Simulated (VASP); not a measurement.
Consider the following.

```xyz
2
Lattice="1.3861 -2.4008 0.0000 1.3861 2.4008 0.0000 0.0000 0.0000 4.4856" Properties=species:S:1:pos:R:3 pbc="T T T"
Re     1.3861     0.8003     1.1214
Re     1.3861    -0.8003     3.3642
```

Method: PBE GGA, VASP's PBE PAW potentials (set 64) (plane waves; VASP 6.6.1). Numerical set-up: 480 eV cut-off, 14×14×8 Γ-centred mesh, first-order Methfessel-Paxton smearing of 0.10 eV, potentials Re.

Energy and stress use the plane-wave basis of the starting cell.

### Question
The ions, cell shape and volume at an external pressure of 20.0 GPa are relaxed. Which structure does the run end with?

### Answer

```xyz
2
Lattice="1.3641 -2.3626 0.0000 1.3641 2.3626 0.0000 0.0000 0.0000 4.4160" Properties=species:S:1:pos:R:3 pbc="T T T"
Re     1.3641     0.7875     1.1040
Re     1.3641    -0.7875     3.3120
```
Space group P6_3/mmc (194), at a tolerance of 0.03 Å.

### Question
How do energy and volume change from the first to the last step?

### Answer
The energy (σ→0) changes by +41.7 meV/atom and the volume by -4.7 %, in 7 ionic steps.

The compound is Re in the hcp structure. This run relaxes it under an external pressure of 20 GPa. Symmetry was kept, so distortions that lower it aren't found.
